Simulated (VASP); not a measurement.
OSZICAR of a VASP run on KBr (rock salt):

File OSZICAR:
```
       N       E                     dE             d eps       ncg     rms          rms(c)
DAV:   1     0.104976951594E+03    0.10498E+03   -0.69466E+03   384   0.117E+03
DAV:   2     0.362244957624E+00   -0.10461E+03   -0.96110E+02   452   0.269E+02
DAV:   3    -0.614594027673E+01   -0.65082E+01   -0.64621E+01   488   0.620E+01
DAV:   4    -0.638632215140E+01   -0.24038E+00   -0.24016E+00   676   0.108E+01
DAV:   5    -0.638777401433E+01   -0.14519E-02   -0.14518E-02   484   0.894E-01    0.311E+00
DAV:   6    -0.621606477307E+01    0.17171E+00   -0.28364E-01   460   0.280E+00    0.226E+00
DAV:   7    -0.620472746537E+01    0.11337E-01   -0.13729E-01   472   0.218E+00    0.105E+00
DAV:   8    -0.621401161023E+01   -0.92841E-02   -0.15582E-02   544   0.106E+00    0.129E-01
DAV:   9    -0.621459652317E+01   -0.58491E-03   -0.58380E-04   488   0.167E-01    0.808E-02
DAV:  10    -0.621507382282E+01   -0.47730E-03   -0.55606E-04   448   0.170E-01    0.154E-02
DAV:  11    -0.621507822254E+01   -0.43997E-05   -0.16324E-05   516   0.278E-02    0.425E-03
DAV:  12    -0.621508082510E+01   -0.26026E-05   -0.44164E-06   452   0.177E-02    0.468E-03
DAV:  13    -0.621508093630E+01   -0.11121E-06   -0.34945E-07   364   0.375E-03
   1 F= -.66285428E+01 E0= -.66285428E+01  d E =-.662854E+01
       N       E                     dE             d eps       ncg     rms          rms(c)
DAV:   1    -0.621697585611E+01   -0.18950E-02   -0.96927E-02   460   0.308E+00    0.400E-01
DAV:   2    -0.621352963694E+01    0.34462E-02   -0.79065E-03   508   0.823E-01    0.163E-01
DAV:   3    -0.621264665815E+01    0.88298E-03   -0.29346E-03   668   0.446E-01    0.119E-01
DAV:   4    -0.621267946152E+01   -0.32803E-04   -0.61542E-05   628   0.593E-02    0.502E-02
DAV:   5    -0.621269645684E+01   -0.16995E-04   -0.85469E-05   704   0.524E-02    0.947E-03
DAV:   6    -0.621269625694E+01    0.19990E-06   -0.15866E-06   392   0.141E-02
   2 F= -.66290059E+01 E0= -.66290059E+01  d E =-.463050E-03
       N       E                     dE             d eps       ncg     rms          rms(c)
DAV:   1    -0.621261570091E+01    0.80756E-04   -0.34617E-02   472   0.184E+00    0.239E-01
DAV:   2    -0.621140370451E+01    0.12120E-02   -0.28281E-03   496   0.493E-01    0.964E-02
DAV:   3    -0.621109343327E+01    0.31027E-03   -0.10293E-03   656   0.265E-01    0.713E-02
DAV:   4    -0.621110774231E+01   -0.14309E-04   -0.22881E-05   648   0.347E-02    0.302E-02
DAV:   5    -0.621111598408E+01   -0.82418E-05   -0.29765E-05   716   0.313E-02    0.555E-03
DAV:   6    -0.621111600379E+01   -0.19707E-07   -0.52158E-07   336   0.835E-03
   3 F= -.66291401E+01 E0= -.66291401E+01  d E =-.597306E-03
```

Which electronic solver shows in the log?

It is blocked Davidson (ALGO = Normal, or the opening steps of other solvers). The INCAR had ALGO = Normal.

Can the final energy be trusted as converged?

The run converged. It stopped with EDIFF = 1E-6, NELM = 100, NSW = 60 and EDIFFG = -0.01 after 3 ionic steps (PBE GGA with D3 dispersion (Becke-Johnson damping), plane waves, VASP's PBE PAW potentials (set 64)).

The compound is KBr in the rock salt structure. This run relaxes it. Symmetry was kept, so distortions that lower it aren't found.
